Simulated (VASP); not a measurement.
Computed with PBE GGA, VASP's PBE PAW potentials (set 64) (plane waves; VASP 6.6.1).

The input files of a VASP run:

### INCAR
```
SYSTEM=Er
PREC=Accurate; ENCUT=270; LREAL=.FALSE.
LASPH=.TRUE.
EDIFF=1E-6; NELM=100; ALGO=Normal
LMAXMIX=6
ISMEAR=0; SIGMA=0.2
GGA=PE
MAGMOM=3.0 3.0 3.0 3.0
ISPIN=2
ISIF=2
LWAVE=.FALSE.; LCHARG=.FALSE.; LORBIT=11
```

### POSCAR
```
Er
11.2479850
  0.3107996677   0.0000000000   0.0000000000
 -0.1553998338   0.2691603874   0.0000000000
  0.0000000000   0.0000000000   1.0000000000
Er
4
Cartesian
  0.0000000000   0.0000000000   0.0000000000
  0.0000000000   0.0000000000   0.5000000000
 -0.0000001554   0.1794403480   0.2500000000
  0.1553999892   0.0897200394   0.7500000000
```

**KPOINTS**
```
Automatic mesh
0
Gamma
9 9 3
0 0 0
```

POTCAR, in this order: Er (PBE.64 set). Program: vasp_std.

The run wrote:

File OUTCAR:
```
 ion  position               nearest neighbor table
   1  0.000  0.000  0.000-   3 3.46   4 3.46   3 3.46   4 3.46   4 3.46   3 3.46
   2  0.000  0.000  0.500-   3 3.46   4 3.46   3 3.46   4 3.46   4 3.46   3 3.46
   3  0.333  0.667  0.250-   1 3.46   2 3.46   1 3.46   2 3.46   1 3.46   2 3.46
   4  0.667  0.333  0.750-   1 3.46   2 3.46   1 3.46   2 3.46   1 3.46   2 3.46
  LATTYP: Found a hexagonal cell.
 ALAT       =     3.4958700000
 C/A-ratio  =     3.2175066579
 Subroutine PRICEL returns:
 Original cell was already a primitive cell.
 Subroutine GETGRP returns: Found 24 space group operations
The static configuration has the point symmetry D_3d.
 The point group associated with its full space group is D_6h.
The dynamic configuration has the point symmetry D_3d.
The overall configuration has the point symmetry D_3d.
 Subroutine INISYM returns: Found 24 space group operations
 Subroutine IBZKPT returns following result:
 Found     24 irreducible k-points:

 Following reciprocal coordinates:
            Coordinates               Weight
  0.000000  0.000000  0.000000      1.000000
  0.111111  0.000000  0.000000      6.000000
  0.222222  0.000000  0.000000      6.000000
  0.333333  0.000000  0.000000      6.000000
  0.444444  0.000000  0.000000      6.000000
  0.111111  0.111111  0.000000      6.000000
  0.222222  0.111111  0.000000     12.000000
  0.333333  0.111111  0.000000     12.000000
  0.444444  0.111111  0.000000      6.000000
  0.222222  0.222222  0.000000      6.000000
  0.333333  0.222222  0.000000     12.000000
  0.333333  0.333333  0.000000      2.000000
  0.000000  0.000000  0.333333      2.000000
  0.111111  0.000000  0.333333     12.000000
  0.222222  0.000000  0.333333     12.000000
  0.333333  0.000000  0.333333     12.000000
  0.444444  0.000000  0.333333     12.000000
  0.111111  0.111111  0.333333     12.000000
  0.222222  0.111111  0.333333     24.000000
...
```

File OSZICAR:
```
...
DAV:  12    -0.189326538080E+02   -0.42894E+00   -0.16450E+00 10248   0.783E+00    0.213E+01
DAV:  13    -0.189178324124E+02    0.14821E-01   -0.36216E-01 10344   0.264E+00    0.250E+01
DAV:  14    -0.190149576059E+02   -0.97125E-01   -0.14911E-01  7464   0.311E+00    0.277E+01
DAV:  15    -0.189366909316E+02    0.78267E-01   -0.20910E-01  7072   0.462E+00    0.326E+01
DAV:  16    -0.188466761894E+02    0.90015E-01   -0.78039E-02  8256   0.250E+00    0.291E+01
DAV:  17    -0.187131927238E+02    0.13348E+00   -0.20861E-01  7484   0.666E+00    0.265E+01
DAV:  18    -0.189386059398E+02   -0.22541E+00   -0.25141E-01  7380   0.452E+00    0.269E+01
DAV:  19    -0.188237080939E+02    0.11490E+00   -0.10989E-01  6866   0.268E+00    0.270E+01
DAV:  20    -0.188576860341E+02   -0.33978E-01   -0.24696E-01  7404   0.423E+00    0.277E+01
DAV:  21    -0.188861710827E+02   -0.28485E-01   -0.22170E-02  8366   0.977E-01    0.280E+01
DAV:  22    -0.188818792633E+02    0.42918E-02   -0.44776E-02  8462   0.216E+00    0.293E+01
DAV:  23    -0.188959829338E+02   -0.14104E-01   -0.53103E-03  9392   0.436E-01    0.294E+01
DAV:  24    -0.189071056076E+02   -0.11123E-01   -0.27393E-03  7768   0.773E-01    0.295E+01
DAV:  25    -0.189850588561E+02   -0.77953E-01   -0.16298E-01  7340   0.459E+00    0.333E+01
DAV:  26    -0.189369379212E+02    0.48121E-01   -0.16683E-01  7152   0.341E+00    0.314E+01
DAV:  27    -0.190103853257E+02   -0.73447E-01   -0.27535E-02  7396   0.229E+00    0.326E+01
DAV:  28    -0.190544974216E+02   -0.44112E-01   -0.54745E-02  8116   0.218E+00    0.344E+01
DAV:  29    -0.189619657862E+02    0.92532E-01   -0.93026E-01  6946   0.829E+00    0.309E+01
DAV:  30    -0.192483202876E+02   -0.28635E+00   -0.44577E-01  7124   0.884E+00    0.295E+01
DAV:  31    -0.192950522680E+02   -0.46732E-01   -0.30577E-02  8046   0.361E+00    0.290E+01
DAV:  32    -0.192791741401E+02    0.15878E-01   -0.25113E-02  8350   0.111E+00    0.293E+01
DAV:  33    -0.192264954396E+02    0.52679E-01   -0.44522E-02  6970   0.162E+00    0.307E+01
DAV:  34    -0.193418750202E+02   -0.11538E+00   -0.11344E-01  6632   0.465E+00    0.284E+01
DAV:  35    -0.196259260927E+02   -0.28405E+00   -0.60744E-01  6252   0.700E+00    0.263E+01
DAV:  36    -0.198410161451E+02   -0.21509E+00   -0.50928E-01  7738   0.499E+00    0.315E+01
DAV:  37    -0.198965279854E+02   -0.55512E-01   -0.38830E-02  7818   0.252E+00    0.318E+01
DAV:  38    -0.197708830521E+02    0.12564E+00   -0.26554E-02  9038   0.258E+00    0.315E+01
DAV:  39    -0.196571841475E+02    0.11370E+00   -0.20599E-02  8988   0.338E+00    0.314E+01
DAV:  40    -0.197176155739E+02   -0.60431E-01   -0.78324E-02  7700   0.356E+00    0.306E+01
DAV:  41    -0.197386890546E+02   -0.21073E-01   -0.21545E-02  8416   0.844E-01    0.307E+01
DAV:  42    -0.197361147743E+02    0.25743E-02   -0.41162E-03  9872   0.968E-01    0.304E+01
DAV:  43    -0.196815531995E+02    0.54562E-01   -0.10284E-01  6182   0.665E+00    0.300E+01
DAV:  44    -0.197689040828E+02   -0.87351E-01   -0.20481E-01  7048   0.709E+00    0.292E+01
DAV:  45    -0.198993372822E+02   -0.13043E+00   -0.84561E-02  6572   0.773E+00    0.283E+01
DAV:  46    -0.199173648189E+02   -0.18028E-01   -0.75086E-02  6840   0.811E+00    0.282E+01
DAV:  47    -0.200188887035E+02   -0.10152E+00   -0.57674E-02  8012   0.457E+00    0.289E+01
DAV:  48    -0.200253566080E+02   -0.64679E-02   -0.39775E-02  8446   0.166E+00    0.288E+01
DAV:  49    -0.200274777456E+02   -0.21211E-02   -0.21404E-02  9408   0.913E-01    0.293E+01
DAV:  50    -0.200115182763E+02    0.15959E-01   -0.20900E-03  8680   0.659E-01    0.296E+01
DAV:  51    -0.199405589970E+02    0.70959E-01   -0.11681E-01  7074   0.942E+00    0.307E+01
DAV:  52    -0.201258237212E+02   -0.18526E+00   -0.95209E-02  7158   0.316E+00    0.317E+01
DAV:  53    -0.201991131234E+02   -0.73289E-01   -0.20939E-02  8112   0.294E+00    0.332E+01
DAV:  54    -0.202264680926E+02   -0.27355E-01   -0.24866E-02  9160   0.115E+00    0.339E+01
DAV:  55    -0.202271860375E+02   -0.71794E-03   -0.11990E-02  8080   0.139E+00    0.335E+01
DAV:  56    -0.504103653506E+01    0.15186E+02   -0.69489E+00  6654   0.570E+01    0.288E+01
DAV:  57    -0.796205750266E+01   -0.29210E+01   -0.88906E-01  8368   0.648E+00    0.272E+01
DAV:  58    -0.788238639006E+01    0.79671E-01   -0.13237E-01 10204   0.220E+00    0.284E+01
DAV:  59    -0.862848388391E+01   -0.74610E+00   -0.42452E-02  8340   0.528E+00    0.276E+01
DAV:  60    -0.866851990443E+01   -0.40036E-01   -0.17221E-02  9056   0.119E+00    0.276E+01
DAV:  61    -0.908355643303E+00    0.77602E+01   -0.36887E-01  7432   0.110E+01    0.377E+01
DAV:  62    -0.100403884112E+02   -0.91320E+01   -0.33265E+00  6910   0.102E+01    0.249E+01
DAV:  63    -0.170233960338E+02   -0.69830E+01   -0.52453E-01  7344   0.129E+01    0.220E+01
DAV:  64    -0.181410932012E+02   -0.11177E+01   -0.41990E-01  7846   0.535E+00    0.232E+01
DAV:  65    -0.180831334705E+02    0.57960E-01   -0.16529E-01 10030   0.291E+00    0.239E+01
DAV:  66    -0.177614240990E+02    0.32171E+00   -0.91798E-01  6972   0.661E+00    0.237E+01
DAV:  67    -0.182076752312E+02   -0.44625E+00   -0.11357E-01  7690   0.828E+00    0.265E+01
DAV:  68    -0.183018332103E+02   -0.94158E-01   -0.53514E-02  8234   0.321E+00    0.271E+01
DAV:  69    -0.183167572321E+02   -0.14924E-01   -0.51619E-02  9610   0.167E+00    0.275E+01
DAV:  70    -0.179498880753E+02    0.36687E+00   -0.42538E-02  7040   0.727E+00    0.323E+01
DAV:  71    -0.184274938390E+02   -0.47761E+00   -0.93070E-02  6650   0.112E+01    0.266E+01
DAV:  72    -0.183197297533E+02    0.10776E+00   -0.22201E-02  8456   0.153E+00    0.268E+01
DAV:  73    -0.178634991448E+02    0.45623E+00   -0.35295E-02  8024   0.215E+00    0.268E+01
DAV:  74    -0.157493192755E+02    0.21142E+01   -0.31403E+00  6616   0.103E+01    0.322E+01
DAV:  75    -0.162342051322E+02   -0.48489E+00   -0.38180E-01  8480   0.538E+00    0.347E+01
DAV:  76    -0.132965893823E+02    0.29376E+01   -0.44517E-01  7144   0.196E+01    0.317E+01
DAV:  77    -0.133001160632E+02   -0.35267E-02   -0.17424E-01  8082   0.422E+00    0.295E+01
DAV:  78    -0.110067891048E+02    0.22933E+01   -0.11839E-01  8144   0.527E+00    0.315E+01
DAV:  79    -0.107987064566E+02    0.20808E+00   -0.15382E-01  7608   0.369E+00    0.329E+01
DAV:  80    -0.113968840759E+02   -0.59818E+00   -0.74008E-02  9168   0.284E+00    0.332E+01
DAV:  81    -0.154851520720E+02   -0.40883E+01   -0.33277E-01  6872   0.841E+00    0.283E+01
DAV:  82    -0.161456497296E+02   -0.66050E+00   -0.57881E-01  7192   0.617E+00    0.304E+01
DAV:  83    -0.160666913131E+02    0.78958E-01   -0.66638E-02  8606   0.377E+00    0.287E+01
DAV:  84    -0.156592060495E+02    0.40749E+00   -0.11614E-01  7482   0.339E+00    0.263E+01
DAV:  85    -0.155001712597E+02    0.15903E+00   -0.80208E-02  7710   0.223E+00    0.280E+01
DAV:  86    -0.192448210422E+02   -0.37446E+01   -0.38463E+00  7580   0.148E+01    0.233E+01
DAV:  87    -0.191652620232E+02    0.79559E-01   -0.31704E-01  8124   0.853E+00    0.185E+01
DAV:  88    -0.190435606927E+02    0.12170E+00   -0.66667E-02  8864   0.399E+00    0.166E+01
DAV:  89    -0.191418930505E+02   -0.98332E-01   -0.53546E-02  9100   0.235E+00    0.164E+01
DAV:  90    -0.190975553946E+02    0.44338E-01   -0.16133E-02  9304   0.191E+00    0.155E+01
DAV:  91    -0.197461782305E+02   -0.64862E+00   -0.24890E-01  6960   0.122E+01    0.166E+01
DAV:  92    -0.196519683823E+02    0.94210E-01   -0.24516E-01  8036   0.888E+00    0.171E+01
DAV:  93    -0.196715206207E+02   -0.19552E-01   -0.16958E-01  8728   0.360E+00    0.170E+01
DAV:  94    -0.195182444174E+02    0.15328E+00   -0.52320E-02  8356   0.293E+00    0.164E+01
DAV:  95    -0.194976272068E+02    0.20617E-01   -0.50100E-02  8632   0.399E+00    0.142E+01
DAV:  96    -0.195306746599E+02   -0.33047E-01   -0.69262E-02  7286   0.387E+00    0.116E+01
DAV:  97    -0.195538208372E+02   -0.23146E-01   -0.38438E-02  7192   0.185E+00    0.107E+01
DAV:  98    -0.195636014323E+02   -0.97806E-02   -0.25356E-02 10148   0.708E-01    0.107E+01
DAV:  99    -0.195615078683E+02    0.20936E-02   -0.35255E-03  9856   0.349E-01    0.107E+01
DAV: 100    -0.195543035621E+02    0.72043E-02   -0.39196E-04  9616   0.253E-01
   1 F= -.19554304E+02 E0= -.19364532E+02  d E =-.379543E+00  mag=    11.6872
```

OUTCAR:
```
------------------------ aborting loop EDIFF was not reached (unconverged)  ----------------------------
  FORCE on cell =-STRESS in cart. coord.  units (eV):
  Direction    XX          YY          ZZ          XY          YZ          ZX
  --------------------------------------------------------------------------------------
  Total      -16.4057387    -16.4057362    -10.5226579     -0.0000000      0.0000000      0.0000000
  in kB     -220.7956418   -220.7956085   -141.6185548     -0.0000000      0.0000000      0.0000000
  external PRESSURE =    -194.4032684 kB  Pullay stress =       0.0000000 kB
  volume of cell :      119.05
      direct lattice vectors                 reciprocal lattice vectors
     3.495870000  0.000000000  0.000000000     0.286051827  0.165152112  0.000000000
    -1.747935000  3.027512000  0.000000000     0.000000000  0.330304223  0.000000000
     0.000000000  0.000000000 11.247985000     0.000000000  0.000000000  0.088904813
 POSITION                                       TOTAL-FORCE (eV/Angst)
 -----------------------------------------------------------------------------------
      0.00000      0.00000      0.00000        -0.000000      0.000000      0.000000
      0.00000      0.00000      5.62399        -0.000000      0.000000      0.000000
     -0.00000      2.01834      2.81200        -0.000000      0.000000     -0.000000
      1.74794      1.00917      8.43599         0.000000     -0.000000      0.000000
 -----------------------------------------------------------------------------------
    total drift:                                0.000000     -0.000000      0.000000
  FREE ENERGIE OF THE ION-ELECTRON SYSTEM (eV)
  ---------------------------------------------------
  free  energy   TOTEN  =       -19.5543035621 eV

  energy  without entropy=      -19.1747601956  energy(sigma->0) =      -19.36453188

 total charge

# of ion       s       p       d       f       tot
--------------------------------------------------
    1        2.144   5.768   0.489  10.941  19.343
    2        2.144   5.768   0.489  10.941  19.343
    3        2.144   5.771   0.449  11.449  19.813
    4        2.144   5.771   0.449  11.449  19.813
--------------------------------------------------
tot          8.575  23.078   1.877  44.781  78.311

 magnetization (x)

# of ion       s       p       d       f       tot
--------------------------------------------------
    1        0.004  -0.021   0.048   2.887   2.919
    2        0.004  -0.021   0.048   2.887   2.919
    3        0.002  -0.014   0.031   2.337   2.356
    4        0.002  -0.014   0.031   2.337   2.356
--------------------------------------------------
tot          0.012  -0.070   0.159  10.447  10.549
```
(Selected blocks of OUTCAR.)

File stdout:
```
...
DAV:  81    -0.154851520720E+02   -0.40883E+01   -0.33277E-01  6872   0.841E+00    0.283E+01
DAV:  82    -0.161456497296E+02   -0.66050E+00   -0.57881E-01  7192   0.617E+00    0.304E+01
DAV:  83    -0.160666913131E+02    0.78958E-01   -0.66638E-02  8606   0.377E+00    0.287E+01
DAV:  84    -0.156592060495E+02    0.40749E+00   -0.11614E-01  7482   0.339E+00    0.263E+01
DAV:  85    -0.155001712597E+02    0.15903E+00   -0.80208E-02  7710   0.223E+00    0.280E+01
DAV:  86    -0.192448210422E+02   -0.37446E+01   -0.38463E+00  7580   0.148E+01    0.233E+01
DAV:  87    -0.191652620232E+02    0.79559E-01   -0.31704E-01  8124   0.853E+00    0.185E+01
DAV:  88    -0.190435606927E+02    0.12170E+00   -0.66667E-02  8864   0.399E+00    0.166E+01
DAV:  89    -0.191418930505E+02   -0.98332E-01   -0.53546E-02  9100   0.235E+00    0.164E+01
DAV:  90    -0.190975553946E+02    0.44338E-01   -0.16133E-02  9304   0.191E+00    0.155E+01
DAV:  91    -0.197461782305E+02   -0.64862E+00   -0.24890E-01  6960   0.122E+01    0.166E+01
DAV:  92    -0.196519683823E+02    0.94210E-01   -0.24516E-01  8036   0.888E+00    0.171E+01
DAV:  93    -0.196715206207E+02   -0.19552E-01   -0.16958E-01  8728   0.360E+00    0.170E+01
DAV:  94    -0.195182444174E+02    0.15328E+00   -0.52320E-02  8356   0.293E+00    0.164E+01
DAV:  95    -0.194976272068E+02    0.20617E-01   -0.50100E-02  8632   0.399E+00    0.142E+01
DAV:  96    -0.195306746599E+02   -0.33047E-01   -0.69262E-02  7286   0.387E+00    0.116E+01
DAV:  97    -0.195538208372E+02   -0.23146E-01   -0.38438E-02  7192   0.185E+00    0.107E+01
DAV:  98    -0.195636014323E+02   -0.97806E-02   -0.25356E-02 10148   0.708E-01    0.107E+01
DAV:  99    -0.195615078683E+02    0.20936E-02   -0.35255E-03  9856   0.349E-01    0.107E+01
DAV: 100    -0.195543035621E+02    0.72043E-02   -0.39196E-04  9616   0.253E-01

 -----------------------------------------------------------------------------
|                                                                             |
|           W    W    AA    RRRRR   N    N  II  N    N   GGGG   !!!           |
|           W    W   A  A   R    R  NN   N  II  NN   N  G    G  !!!           |
|           W    W  A    A  R    R  N N  N  II  N N  N  G       !!!           |
|           W WW W  AAAAAA  RRRRR   N  N N  II  N  N N  G  GGG   !            |
|           WW  WW  A    A  R   R   N   NN  II  N   NN  G    G                |
|           W    W  A    A  R    R  N    N  II  N    N   GGGG   !!!           |
|                                                                             |
|     The electronic self-consistency was not achieved in the given           |
|     number of steps (NELM). The forces and other quantities evaluated       |
|     might not be reliable so examine the results carefully. If you find     |
|     spurious results, we suggest increasing NELM, if you were close to      |
|     convergence or switching to a different ALGO or adjusting the           |
|     density mixing parameters otherwise.                                    |
|                                                                             |
 -----------------------------------------------------------------------------

   1 F= -.19554304E+02 E0= -.19364532E+02  d E =-.379543E+00  mag=    11.6872
```

The run did not converge; its last values are not results.

At this cut-off the stress carries a Pulay error, which pulls relaxed volumes low.

The structure was generated: Er was put into an ordered model structure, which need not be its known phase. The cell was not relaxed at this level. The run is one of a series of settings (ENCUT = 270 against the base run), some of them coarse on purpose.
